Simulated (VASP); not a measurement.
# AlN: GW quasiparticle gap, part 2 of 3

Wanted: how far GW moves the Kohn-Sham levels of AlN. The cell is of the wurtzite type, one of the forms listed for this formula. The start is a cell from a database of measured crystal structures.

VASP 6.6.1, plane waves and PAW; the level of theory is named at each step.

So far, gap on the k-mesh (eV): step 3 (empty bands, k-mesh 3×3×2) 4.20.

The database entry behind the starting cell differs from later determinations by our own check (inner coordinate u about 0.002 short), so it need not match the best structure at ambient conditions.

### Step 4. G0W0, k-mesh 3×3×2

This step: G0W0 on PBE; plane waves and PAW (Al_GW, N_GW) (VASP 6.6.1).

G0W0 keeps orbitals and screening fixed and shifts each of the lowest NBANDSGW levels once.

Input file INCAR:

```
SYSTEM = AlN
PREC = Accurate
ENCUT = 450
ISMEAR = 0
SIGMA = 0.01
LREAL = .FALSE.
GGA = PE
NBANDS = 96
ALGO = EVGW0
NELMGW = 1
ENCUTGW = 100
NOMEGA = 48
PRECFOCK = Fast
NBANDSGW = 16
LWAVE = .FALSE.
LCHARG = .FALSE.
```

Input file POSCAR:

```
AlN
1.0
    3.1130000000      0.0000000000      0.0000000000
   -1.5565000000      2.6959370820      0.0000000000
    0.0000000000      0.0000000000      4.9810000000
Al N
2 2
Direct
    0.3333333333      0.6666666667      0.0000000000
    0.6666666667      0.3333333333      0.5000000000
    0.3333333333      0.6666666667      0.3800000000
    0.6666666667      0.3333333333      0.8800000000
```

Input file KPOINTS:

```
Automatic mesh
0
Gamma
3 3 2
0 0 0
```

PAW data sets: Al_GW and N_GW (PBE family, release 64).

The run is started by

```sh
$ mpirun -np 8 vasp_std
```

Log:

```text
[banner, memory and clock lines left out]
running    8 mpi-ranks, on    1 nodes
 distrk:  each k-point on    8 cores,    1 groups
 distr:  one band on    1 cores,    8 groups

 POSCAR found type information on POSCAR AlN
 POSCAR found :  2 types and       4 ions
 [... a notice as in an earlier step ...]

|                                                                             |
|           W    W    AA    RRRRR   N    N  II  N    N   GGGG   !!!           |
|           W    W   A  A   R    R  NN   N  II  NN   N  G    G  !!!           |
|           W    W  A    A  R    R  N N  N  II  N N  N  G       !!!           |
|           W WW W  AAAAAA  RRRRR   N  N N  II  N  N N  G  GGG   !            |
|           WW  WW  A    A  R   R   N   NN  II  N   NN  G    G                |
|           W    W  A    A  R    R  N    N  II  N    N   GGGG   !!!           |
|                                                                             |
|     The default for ENCUTGWSOFT is different in this version of VASP.       |
|     please manually set ENCUTGWSOFT =100 in the INCAR file.                 |
|                                                                             |

 LDA part: xc-table for (Slater+PW92), standard interpolation
 found WAVECAR, reading the header
 POSCAR, INCAR and KPOINTS ok, starting setup
 FFT: planning ... GRIDC
 FFT: planning ... GRID_SOFT
 FFT: planning ... GRID
 reading WAVECAR
 the WAVECAR file was read successfully
 initial charge from wavefunction
 available memory per node:     64.36 GB, setting MAXMEM to     65906

 The Fermi energy was updated, please check that it is located mid-gap
 values below the HOMO (VB) or above the LUMO (CB) will cause erroneous energies
 E-fermi :   7.2587

 calculate exact exchange contribution
 the WAVEDER file was read successfully
energies w=
    0.000    0.000    0.950    0.000    1.896    0.000    2.834    0.000
    3.762    0.000    4.677    0.000    5.576    0.000    6.460    0.000
    7.327    0.000    8.178    0.000    9.014    0.000    9.836    0.000
   10.646    0.000   11.447    0.000   12.241    0.000   13.030    0.000
   13.818    0.000   14.607    0.000   15.402    0.000   16.205    0.000
   17.021    0.000   17.855    0.000   18.710    0.000   19.594    0.000
   20.511    0.000   21.469    0.000   22.475    0.000   23.541    0.000
   24.675    0.000   25.894    0.000   27.211    0.000   28.648    0.000
   30.229    0.000   31.984    0.000   33.955    0.000   36.192    0.000
   38.763    0.000   41.759    0.000   45.305    0.000   49.581    0.000
   54.846    0.000   61.495    0.000   70.164    0.000   81.929    0.000
   98.790    0.000  124.911    0.000  170.646    0.000  270.862    0.000
 responsefunction array rank=     120
 LDA part: xc-table for (Slater+PW92), standard interpolation

 min. memory requirement per mpi rank     61.0 MB, per node    488.1 MB

 allocating   6 responsefunctions rank=   120
 shmem allocating  48 responsefunctions rank=   120
 response function shared by NCSHMEM nodes    1
 Doing            6  frequencies on each core in blocks of           48
NQ=   1    0.0000    0.0000    0.0000,
|.........|.........|.........|.........|.........|.........|.........|.........
 performed         43000 updates of chi_q(r,r)
 total number of BLAS operations          3.43 Gflops
NQ=   2    0.3333    0.0000    0.0000,
|.........|.........|.........|.........|.........|.........|.........|.........
 performed        123000 updates of chi_q(r,r)
 total number of BLAS operations          9.63 Gflops
NQ=   3    0.3333    0.3333    0.0000,
|.........|.........|.........|.........|.........|.........|.........|.........
 performed        179000 updates of chi_q(r,r)
 total number of BLAS operations         13.26 Gflops
NQ=   4    0.0000    0.0000    0.5000,
|.........|.........|.........|.........|.........|.........|.........|.........
 performed        222000 updates of chi_q(r,r)
 total number of BLAS operations         17.97 Gflops
NQ=   5    0.3333    0.0000    0.5000,
|.........|.........|.........|.........|.........|.........|.........|.........
 performed        302000 updates of chi_q(r,r)
 total number of BLAS operations         23.43 Gflops
NQ=   6    0.3333    0.3333    0.5000,
|.........|.........|.........|.........|.........|.........|.........|.........
 performed        358000 updates of chi_q(r,r)
 total number of BLAS operations         27.07 Gflops
 resolving degeneracies of screened two electron integrals

 calculate QP shifts <psi_nk| G(iteration)W_0 |psi_nk>: iteration 1
 entering main loop
```

Wall time 5.6 s (8 MPI ranks of Intel Xeon Platinum 8175M at 2.50GHz (Skylake/Cascade Lake), shared host); peak memory 0.99 GiB.

From OUTCAR (step 4):

```text
 Found      6 irreducible k-points:

   k-points           NKPTS =      6   k-points in BZ     NKDIM =     18   number of bands    NBANDS=     96

   NELECT =      16.0000    total number of electrons

 E-fermi :   7.2587

 QP shifts <psi_nk| G(iteration)W_0 |psi_nk>: iteration 1
 for sc-GW calculations column KS-energies equals QP-energies in previous step
 and V_xc(KS)=  KS-energies - (<T + V_ion + V_H > + <T+V_H+V_ion>^1  + <V_x>^1)
 k-point   1 :       0.0000    0.0000    0.0000
  band No.  KS-energies  QP-energies   sigma(KS)   V_xc(KS)     V^pw_x(r,r')   Z            occupation Imag(sigma)
    ...
      5       4.3242       3.5875     -17.2550     -16.3009     -20.8602       0.7722       2.0000       0.1239
      6       4.9836       4.3436     -17.5949     -16.7703     -21.0827       0.7761       2.0000       0.1171
      7       4.9836       4.3436     -17.5949     -16.7703     -21.0827       0.7761       2.0000       0.1171
      8       5.1602       4.6056     -17.5795     -16.8649     -20.8913       0.7761       2.0000       0.1108
      9       9.3572      10.2066     -11.4336     -12.4922      -7.5066       0.8024       0.0000      -0.1046
     10      11.7862      12.6860      -9.8223     -10.9389      -5.4469       0.8059       0.0000      -0.1152
     11      15.7603      17.0240     -12.2540     -13.9333      -7.0646       0.7525       0.0000      -0.2099
     12      16.2733      17.1900      -8.7264      -9.8752      -3.8486       0.7980       0.0000      -0.1623
    ...

 k-point   2 :       0.3333    0.0000    0.0000
  band No.  KS-energies  QP-energies   sigma(KS)   V_xc(KS)     V^pw_x(r,r')   Z            occupation Imag(sigma)
    ...
      5       1.8551       0.8757     -15.7812     -14.5002     -19.5181       0.7645       2.0000       0.1566
      6       3.3363       2.4531     -16.5662     -15.4169     -20.2637       0.7685       2.0000       0.1361
      7       4.2852       3.5891     -16.8424     -15.9438     -20.2055       0.7747       2.0000       0.1184
      8       4.6430       3.9581     -17.4164     -16.5325     -20.9339       0.7748       2.0000       0.1190
      9      11.3732      12.1492      -9.7490     -10.7145      -5.5275       0.8037       0.0000      -0.1143
     10      11.8401      12.5806      -9.4611     -10.3821      -5.1648       0.8040       0.0000      -0.1176
     11      13.1034      14.1191     -10.8689     -12.1466      -6.4567       0.7949       0.0000      -0.1270
     12      15.4738      16.6710     -11.1154     -12.6518      -6.2977       0.7792       0.0000      -0.1626
    ...

 k-point   3 :       0.3333    0.3333    0.0000
  band No.  KS-energies  QP-energies   sigma(KS)   V_xc(KS)     V^pw_x(r,r')   Z            occupation Imag(sigma)
    ...
      5       1.3825       0.3668     -15.4063     -14.0663     -19.2096       0.7580       2.0000       0.1692
      6       2.7318       1.7797     -16.0208     -14.7816     -19.6381       0.7682       2.0000       0.1404
      7       2.7678       1.8675     -15.9580     -14.7891     -19.5510       0.7702       2.0000       0.1416
      8       2.7678       1.8675     -15.9580     -14.7891     -19.5510       0.7702       2.0000       0.1416
      9      10.1730      10.6470      -8.1454      -8.7271      -3.9581       0.8149       0.0000      -0.1072
     10      13.5206      14.5827     -11.3575     -12.7123      -6.9565       0.7840       0.0000      -0.1404
     11      14.8340      15.9935     -11.3071     -12.7884      -6.6685       0.7828       0.0000      -0.1487
     12      14.8340      15.9935     -11.3071     -12.7884      -6.6685       0.7828       0.0000      -0.1487
    ...

[... 8 parts as in an earlier step ...]

[... 3 further parts left out ...]
```

Numbers from this step:

```
quasiparticle gap on the mesh                 : 5.601 eV
smallest direct quasiparticle gap on the mesh : 5.601 eV
gap of the starting orbitals on the mesh      : 4.197 eV
```

GW takes the gap from 4.197 to 5.601 eV. The value holds for 96 bands, ENCUTGW = 100 eV and this mesh, and isn't shown to be converged in them.

### Step 5. Ground state, k-mesh 3×3×4

This step: PBE; plane waves and PAW (Al_GW, N_GW) (VASP 6.6.1).

The orbitals come from a self-consistent PBE run. EDIFF is tight for accurate orbitals, and a narrow smearing avoids fractional occupations.

Input file INCAR:

```
SYSTEM = AlN
PREC = Accurate
ENCUT = 450
EDIFF = 1E-08
NELM = 100
ISMEAR = 0
SIGMA = 0.01
LREAL = .FALSE.
ALGO = Normal
GGA = PE
NBANDS = 14
LORBIT = 11
LWAVE = .TRUE.
LCHARG = .FALSE.
KPAR = 4
```

POSCAR is that of step 4.

Input file KPOINTS:

```
Automatic mesh
0
Gamma
3 3 4
0 0 0
```

The run is started by

```sh
$ mpirun -np 8 vasp_std
```

Log:

```text
[banner, memory and clock lines left out]
running    8 mpi-ranks, on    1 nodes
[...]
[... a notice as in an earlier step ...]

 LDA part: xc-table for (Slater+PW92), standard interpolation
 POSCAR, INCAR and KPOINTS ok, starting setup
[...]
entering main loop
       N       E                     dE             d eps       ncg     rms          rms(c)
DAV:   1     0.585083817353E+02    0.58508E+02   -0.67274E+03   252   0.906E+02
DAV:   2    -0.296526901117E+02   -0.88161E+02   -0.78599E+02   364   0.260E+02
DAV:   3    -0.343868615005E+02   -0.47342E+01   -0.46981E+01   354   0.550E+01
DAV:   4    -0.344551189892E+02   -0.68257E-01   -0.68244E-01   288   0.817E+00
[...]
DAV:  14    -0.296296506311E+02    0.52011E-07   -0.29806E-07   332   0.552E-03    0.272E-04
DAV:  15    -0.296296506413E+02   -0.10185E-07   -0.65765E-09   270   0.666E-04    0.220E-04
DAV:  16    -0.296296506453E+02   -0.40262E-08   -0.97496E-10   192   0.409E-04
   1 F= -.29629651E+02 E0= -.29629651E+02  d E =-.445691E-16
 writing wavefunctions
```

The job ended after 2.6 s (8 MPI ranks; peak memory 1.1 GiB; 15 s of CPU time).

OUTCAR, selected parts (step 5):

```text
  Total        0.4071936      0.4071936      0.2883736      0.0000000     -0.0000000     -0.0000000
  in kB       15.6065203     15.6065203     11.0525034      0.0000000     -0.0000000     -0.0000000
  external PRESSURE =      14.0885147 kB  Pullay stress =       0.0000000 kB

 POSITION                                       TOTAL-FORCE (eV/Angst)
 -----------------------------------------------------------------------------------
     -0.00000      1.79729      0.00000         0.000000      0.000000     -0.197809
      1.55650      0.89865      2.49050        -0.000000     -0.000000     -0.197809
     -0.00000      1.79729      1.89278         0.000000      0.000000      0.197809
      1.55650      0.89865      4.38328        -0.000000     -0.000000      0.197809
 -----------------------------------------------------------------------------------
    total drift:                               -0.000000     -0.000000     -0.000209

  FREE ENERGIE OF THE ION-ELECTRON SYSTEM (eV)
  ---------------------------------------------------
  free  energy   TOTEN  =       -29.6296506453 eV

  energy  without entropy=      -29.6296506453  energy(sigma->0) =      -29.62965065

[... 1 part as in an earlier step ...]

[... 2 further parts left out ...]
[key lines of the parts left out:]
E-fermi :   5.2150
```

The cell has a gap of 4.20 eV on this mesh. Forces of up to 0.20 eV/Å remain in these settings.

### Step 6. Empty bands, k-mesh 3×3×4

The empty bands are made again, for the run that follows.

Input file INCAR:

```
SYSTEM = AlN
PREC = Accurate
ENCUT = 450
ISMEAR = 0
SIGMA = 0.01
LREAL = .FALSE.
GGA = PE
NBANDS = 96
ALGO = Exact
NELM = 1
LWAVE = .TRUE.
LCHARG = .FALSE.
LOPTICS = .TRUE.
NEDOS = 1000
CSHIFT = 0.1
```

POSCAR is that of step 5.

KPOINTS is that of step 5.

The run is started by

```sh
$ mpirun -np 8 vasp_std
```

Log:

```text
[banner, memory and clock lines left out]
running    8 mpi-ranks, on    1 nodes
[...]
[... a notice as in an earlier step ...]

 LDA part: xc-table for (Slater+PW92), standard interpolation
 found WAVECAR, reading the header
  number of bands has changed, file:    14 present:    96
  trying to continue reading WAVECAR, but it might fail
 POSCAR, INCAR and KPOINTS ok, starting setup
[...]
reading WAVECAR
 random initialization beyond band           14
 the WAVECAR file was read successfully
 initial charge from wavefunction
 entering main loop
       N       E                     dE             d eps       ncg     rms          rms(c)
DIA:   1    -0.296296506455E+02   -0.29630E+02    0.00000E+00     0   0.000E+00
   1 F= -.29629651E+02 E0= -.29629651E+02  d E =-.134260E-71
 writing wavefunctions
 optical routines
 imaginary and real dielectric function
 recalculating local potential from charge density
 direction            1
 direction            2
 direction            3
```

Elapsed: 5 s, on 8 MPI ranks; peak memory 1.1 GiB; 36 s of CPU time.

From OUTCAR (step 6):

```text
  Total        0.4064608      0.4064608      0.2876481      0.0000000      0.0000000      0.0000000
  in kB       15.5784368     15.5784368     11.0246968      0.0000000      0.0000000      0.0000000
  external PRESSURE =      14.0605235 kB  Pullay stress =       0.0000000 kB

 POSITION                                       TOTAL-FORCE (eV/Angst)
 -----------------------------------------------------------------------------------
     -0.00000      1.79729      0.00000        -0.000000      0.000000     -0.197812
      1.55650      0.89865      2.49050         0.000000     -0.000000     -0.197812
     -0.00000      1.79729      1.89278        -0.000000      0.000000      0.197812
      1.55650      0.89865      4.38328         0.000000      0.000000      0.197812
 -----------------------------------------------------------------------------------
    total drift:                               -0.000000     -0.000000     -0.000212

  FREE ENERGIE OF THE ION-ELECTRON SYSTEM (eV)
  ---------------------------------------------------
  free  energy   TOTEN  =       -29.6296506455 eV

  energy  without entropy=      -29.6296506455  energy(sigma->0) =      -29.62965065

[... 1 part as in an earlier step ...]

[... 2 further parts left out ...]
[key lines of the parts left out:]
E-fermi :   5.2865
```

### Step 7. G0W0, k-mesh 3×3×4

This step: G0W0 on PBE; plane waves and PAW (Al_GW, N_GW) (VASP 6.6.1).

The mesh goes to 3×3×4.

Input file INCAR:

```
SYSTEM = AlN
PREC = Accurate
ENCUT = 450
ISMEAR = 0
SIGMA = 0.01
LREAL = .FALSE.
GGA = PE
NBANDS = 96
ALGO = EVGW0
NELMGW = 1
ENCUTGW = 100
NOMEGA = 48
PRECFOCK = Fast
NBANDSGW = 16
LWAVE = .FALSE.
LCHARG = .FALSE.
```

POSCAR is that of step 6.

KPOINTS is that of step 6.

The run is started by

```sh
$ mpirun -np 8 vasp_std
```

Log:

```text
[banner, memory and clock lines left out]
running    8 mpi-ranks, on    1 nodes
[...]
[... a notice as in an earlier step ...]

 [... a notice as in an earlier step ...]

 LDA part: xc-table for (Slater+PW92), standard interpolation
 found WAVECAR, reading the header
 POSCAR, INCAR and KPOINTS ok, starting setup
[...]
reading WAVECAR
 the WAVECAR file was read successfully
 initial charge from wavefunction
 available memory per node:     64.35 GB, setting MAXMEM to     65895

 The Fermi energy was updated, please check that it is located mid-gap
 values below the HOMO (VB) or above the LUMO (CB) will cause erroneous energies
 E-fermi :   7.2594

 calculate exact exchange contribution
 the WAVEDER file was read successfully
energies w=
    0.000    0.000    0.792    0.000    1.580    0.000    2.362    0.000
    3.135    0.000    3.897    0.000    4.647    0.000    5.383    0.000
    6.106    0.000    6.815    0.000    7.511    0.000    8.197    0.000
[...]
total number of BLAS operations         30.31 Gflops
NQ=   5    0.3333    0.0000    0.2500,
|.........|.........|.........|.........|.........|.........|.........|.........
 performed        567000 updates of chi_q(r,r)
 total number of BLAS operations         41.47 Gflops
NQ=   6    0.3333    0.3333    0.2500,
|.........|.........|.........|.........|.........|.........|.........|.........
 performed        679000 updates of chi_q(r,r)
 total number of BLAS operations         50.26 Gflops
NQ=   7    0.0000    0.0000    0.5000,
|.........|.........|.........|.........|.........|.........|.........|.........
 performed        757000 updates of chi_q(r,r)
 total number of BLAS operations         58.70 Gflops
NQ=   8    0.3333    0.0000    0.5000,
|.........|.........|.........|.........|.........|.........|.........|.........
 performed        899000 updates of chi_q(r,r)
 total number of BLAS operations         68.37 Gflops
NQ=   9    0.3333    0.3333    0.5000,
|.........|.........|.........|.........|.........|.........|.........|.........
 performed        998000 updates of chi_q(r,r)
 total number of BLAS operations         74.84 Gflops
 resolving degeneracies of screened two electron integrals

 calculate QP shifts <psi_nk| G(iteration)W_0 |psi_nk>: iteration 1
 entering main loop
```

Run time: 13 s. Hardware: 8 MPI ranks; peak memory 1.1 GiB; 95 s of CPU time.

Parts of OUTCAR (step 7):

```text
 QP shifts <psi_nk| G(iteration)W_0 |psi_nk>: iteration 1
 for sc-GW calculations column KS-energies equals QP-energies in previous step
 and V_xc(KS)=  KS-energies - (<T + V_ion + V_H > + <T+V_H+V_ion>^1  + <V_x>^1)
 k-point   1 :       0.0000    0.0000    0.0000
  band No.  KS-energies  QP-energies   sigma(KS)   V_xc(KS)     V^pw_x(r,r')   Z            occupation Imag(sigma)
    ...
      5       4.3250       3.5746     -17.2711     -16.3007     -20.8490       0.7733       2.0000       0.0971
      6       4.9844       4.3318     -17.6070     -16.7701     -21.0513       0.7799       2.0000       0.0908
      7       4.9844       4.3318     -17.6070     -16.7701     -21.0513       0.7799       2.0000       0.0908
      8       5.1613       4.6330     -17.5390     -16.8651     -20.6253       0.7839       2.0000       0.0804
      9       9.3575      10.2006     -11.4544     -12.4923      -7.7211       0.8123       0.0000      -0.0744
     10      11.7862      12.7143      -9.7985     -10.9395      -5.4624       0.8134       0.0000      -0.0922
     11      15.7611      17.0377     -12.2429     -13.9334      -7.0660       0.7552       0.0000      -0.1710
     12      16.2733      17.2115      -8.7040      -9.8750      -3.8473       0.8012       0.0000      -0.1322
    ...

[... 1 part as in an earlier step ...]

[... 2 further parts left out ...]
[key lines of the parts left out:]
E-fermi :   7.2594
```

The gap is now 5.568 eV, -33 meV against the GW run before.

(Continued in part 3 of 3.)

[Lines on the potential files, build, host, timing and source positions are cut from VASP's logs without a mark.]

[Logs are printed without paths, hosts, clocks, repeated set-up lines and the standing remarks that a program may print on its own settings, such as how far it seeks lower states.]

[Hosts, paths, dates, database ids (printed as entryN), source tags and the programs' standing remarks are cut or masked in the printed files.]

[Pressures printed for these runs are not shown converged in the cutoff: they can be off by several GPa and have the wrong sign.]
